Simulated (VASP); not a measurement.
# Si7B: relaxation of cell and atoms with PBE

Crystal: Si7B.

```
CELL_PARAMETERS angstrom
4.55955 0.00000 0.00000
-2.27978 3.94869 0.00000
0.00000 0.00000 7.56716
ATOMIC_POSITIONS crystal
Si 0.50000 0.00000 0.50000
Si 0.00000 0.50000 0.50000
Si 0.50000 0.50000 0.50000
Si 0.33333 0.66667 0.00000
Si 0.66667 0.33333 0.00000
Si 0.00000 0.00000 0.13691
Si 0.00000 0.00000 0.86309
B 0.00000 0.00000 0.50000
```

The cell was built by a generator and needn't be a form met in nature.

| Quantity | Value |
| --- | --- |
| Program | VASP 6.6.1 |
| Task | relaxation of cell and atoms |
| Functional | PBE |
| Potentials or basis | VASP PAW PBE potentials, release 64 (Si, B) |
| Cutoff | 520 eV |
| k mesh | 4 × 4 × 3 |
| Occupations | gaussian, width 0.15 eV |
| Spin | no spin polarisation |
| Further INCAR settings | PREC = Normal; ALGO = Fast; EDIFF = 0.0001; IBRION = 2; EDIFFG = -0.08; NSW = 24; ISIF = 3 |

| Quantity | Value |
| --- | --- |
| Relaxed volume | 15.49 Å³/atom |
| Relaxed cell | a = 4.834 Å, b = 4.834 Å, c = 6.124 Å, α = 90.00°, β = 90.00°, γ = 120.00° |
| Space group after relaxing (to 0.05 Å) | P6/mmm (No. 191) |
| Energy gained by relaxing | 224.6 meV/atom |
| Ionic steps | 21 |
| Pressure after relaxing | 0.0 GPa |
| Largest force after relaxing | 0.047 eV/Å |
| Band gap on the k mesh | none (metal or under the smearing width) |

Forces in eV/Å, atoms in the order of the input:
```
Si   0.000  0.000  0.000
Si   0.000  0.000  0.000
Si   0.000  0.000  0.000
Si   0.000  0.000  0.000
Si   0.000  0.000  0.000
Si   0.000  0.000  0.047
Si   0.000  0.000 -0.047
B    0.000  0.000  0.000
```

Stress tensor (GPa, compression positive):
```
-0.23  0.00  0.00
 0.00 -0.23  0.00
 0.00  0.00  0.48
```

Step by step:
```
step  energy change (eV)  largest force (eV/Å)  pressure (GPa)  volume (Å³)
   1              0.0000                3.6735            3.04       136.24
   2             -0.3696                0.2775           -2.05       142.70
   3             -0.4137                0.2487           -0.73       140.57
   4             -0.4855                0.3332           -1.46       139.33
   5             -0.7968                0.8959           -2.97       135.37
   6             -1.7308                0.1590           -1.66       126.23
   7             15.0040               35.7027           63.79       102.82
   8             -1.4004                3.0330           -0.84       125.72
   9             -0.2520                1.4998           12.07       115.10
  10             -1.5507                3.1751            1.40       122.93
  11             -1.5667                2.9285            1.58       122.74
  12             -1.5922                2.1692            2.33       122.17
  13             -1.5932                1.9273            2.56       122.00
  14             -1.6086                1.8627            2.39       122.15
  15             -1.6508                1.6765            1.81       122.61
  16             -1.7192                1.3453            0.69       123.51
  17             -1.7743                0.8103           -0.98       125.29
  18             -1.7745                0.8381           -0.91       125.19
  19             -1.7829                0.6766           -0.73       124.93
  20             -1.7964                0.1834           -0.14       124.16
  21             -1.7970                0.0471            0.00       123.95
```

Final structure:
```yaml
crystal:
  lattice:
    - [4.83437, 0.00000, 0.00000]
    - [-2.41719, 4.18669, 0.00000]
    - [0.00000, 0.00000, 6.12380]
  atoms:
    - { symbol: Si, position: [0.50000, 0.00000, 0.50000] }
    - { symbol: Si, position: [0.00000, 0.50000, 0.50000] }
    - { symbol: Si, position: [0.50000, 0.50000, 0.50000] }
    - { symbol: Si, position: [0.33333, 0.66667, 0.00000] }
    - { symbol: Si, position: [0.66667, 0.33333, 0.00000] }
    - { symbol: Si, position: [0.00000, 0.00000, 0.18119] }
    - { symbol: Si, position: [0.00000, 0.00000, 0.81881] }
    - { symbol: B, position: [0.00000, 0.00000, 0.50000] }
```

Levels at points of the mesh, in eV from the Fermi level:
| k point | band 12 | band 13 | band 14 | band 15 | band 16 | band 17 | band 18 | band 19 |
| --- | --- | --- | --- | --- | --- | --- | --- | --- |
| (0.00, 0.00, 0.00) | -2.99 | -2.50 | -2.50 | -1.98 | -1.98 | -0.22 | -0.22 | 0.65 |
| (0.50, 0.00, 0.00) | -1.67 | -1.38 | -0.69 | 0.16 | 0.27 | 1.29 | 1.78 | 2.32 |

Wall time 100 s on 1 thread of Intel(R) Xeon(R) Platinum 8488C (Sapphire Rapids) (shared host), peak memory 0.18 GiB.

Caveat: the k mesh is coarse (spacing up to 0.40 Å⁻¹), so the values aren't converged; the relaxation stopped at a loose force limit of 0.08 eV/Å, so its end isn't a converged minimum.
